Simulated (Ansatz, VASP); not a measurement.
# SiSbTe3 in VASP and in Ansatz

Contents of INCAR:

```
SYSTEM = SiSbTe3
PREC = Accurate
ENCUT = 600
EDIFF = 1E-7
ISMEAR = 0
SIGMA = 0.1
LREAL = .False.
LASPH = .True.
NELM = 100
ALGO = Normal
ISIF = 3
LWAVE = .False.
LCHARG = .False.
GGA = PE
IBRION = 2
NSW = 90
EDIFFG = -0.04
```

File KPOINTS:

```
Automatic mesh
0
Gamma
  3 3 3
  0 0 0
```

The input POSCAR:

```
SiSbTe3
1.0
    3.4766374000      2.0072375400      3.5682692800
   -3.4766374000      2.0072375400      3.5682692800
    0.0000000000     -4.0144750800      3.5682692800
Si Sb Te
1 1 3
Direct
    0.2346738500      0.2346738500      0.2346738500
    0.4567627600      0.4567627600      0.4567627600
    0.4904888700      0.0161814400      0.4904888700
    0.4904888700      0.4904888700      0.0161814400
    0.0161814400      0.4904888700      0.4904888700
```

Input for Ansatz:

```yaml
crystal:
  lattice:
    - [3.4766374, 2.00723754, 3.56826928]
    - [-3.4766374, 2.00723754, 3.56826928]
    - [0.0, -4.01447508, 3.56826928]
  atoms:
    - { symbol: Si, position: [0.23467385, 0.23467385, 0.23467385] }
    - { symbol: Sb, position: [0.45676276, 0.45676276, 0.45676276] }
    - { symbol: Te, position: [0.49048887, 0.01618144, 0.49048887] }
    - { symbol: Te, position: [0.49048887, 0.49048887, 0.01618144] }
    - { symbol: Te, position: [0.01618144, 0.49048887, 0.49048887] }
basis:
  ecutwfc: 420
kpoints:
  mp_grid: { grid: [3, 3, 3] }
hamiltonian:
  xc: pbe
scf:
  occupations: { method: gaussian, width: 0.1 }
  lower_state_search: "off"
output:
  forces: true
  stress: true
  eigenvalues: true
relax:
  adjacent_minimum: "off"
  f_tol: 0.04
  max_steps: 70
  cell: { stress_tol: 0.4 }
```

Alike in both runs: task relaxation of cell and atoms; functional PBE; k mesh 3 × 3 × 3; occupations gaussian, width 0.1 eV; no spin polarisation.

```csv
,VASP,Ansatz
version,VASP 6.6.1,Ansatz 0.2.0
potentials or method,"VASP PAW PBE potentials, release 64 (Si, Sb, Te)","scalar-relativistic, plane waves, PAW"
plane-wave cutoff (eV),600,420
valence electrons in the cell,27,67
```

```csv
,VASP,Ansatz,Ansatz less VASP
"gap on the k mesh at the Fermi level, each at its own relaxed structure (eV)",none,none,-
relaxed volume (Å³/atom),43.39,43.08,-0.305
relaxed cell length with the largest relative difference (Å),6.160,6.141,-0.0186
energy change over the relaxation (meV/atom),-2216,-2163,+53.2
```

A gap of «none» marks a metal or a gap that the smearing closes. The two sets of potentials don't hold the same shells in valence.

Caveats: the k mesh is coarse (spacing up to 0.40 Å⁻¹), so the values aren't converged; the volume moved by over 15 % at a fixed basis, so the end points are rough (VASP). Spin-orbit coupling is left out, which matters for the levels of Sb, Te.
